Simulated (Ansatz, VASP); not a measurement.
# One calculation of SiGe3Ru2, two programs

```
Si Ge Ru
1.0
     5.47240    0.00000    0.00000
    -2.73620    4.73924    0.00000
     0.00000    0.00000    3.96491
Si Ge Ru
1 3 2
Direct
  0.00000 0.00000 0.00000
  0.50000 0.00000 0.50000
  0.50000 0.50000 0.50000
  0.00000 0.50000 0.50000
  0.33333 0.66667 0.00000
  0.66667 0.33333 0.00000
```

Change from the starting cell: species swapped into the ErB2Ru3 type (P6/mmm, No. 191).

Alike in both runs: task single point; functional PBE; k mesh 6 × 6 × 4; occupations gaussian, width 0.1 eV; collinear spin.

|  | VASP | Ansatz |
| --- | --- | --- |
| version | VASP 6.6.1 | Ansatz 0.2.0 |
| potentials or method | VASP PAW PBE potentials, release 64 (Si, Ge_d, Ru_pv) | scalar-relativistic, plane waves, PAW |
| plane-wave cutoff (eV) | 520 | 420 |
| valence electrons in the cell | 74 | 78 |

Ansatz gave:

| Quantity | Value |
| --- | --- |
| gap on the k mesh at the Fermi level (eV) | none |
| pressure (GPa) | -0.2 |
| largest component of the traceless stress (GPa) | 0.02 |
| net moment per atom (μB) | 0.00 |

Task: Estimate VASP's values.

Result: gap on the k mesh at the Fermi level (eV): none; pressure (GPa): -0.1; largest component of the traceless stress (GPa): 0.07; net moment per atom (μB): 0.00.

A gap of «none» marks a metal or a gap that the smearing closes. The two sets of potentials don't hold the same shells in valence. Ansatz warned: «seeded_moment_not_kept».

Caveats: the k mesh is coarse (spacing up to 0.40 Å⁻¹), so the values aren't converged.
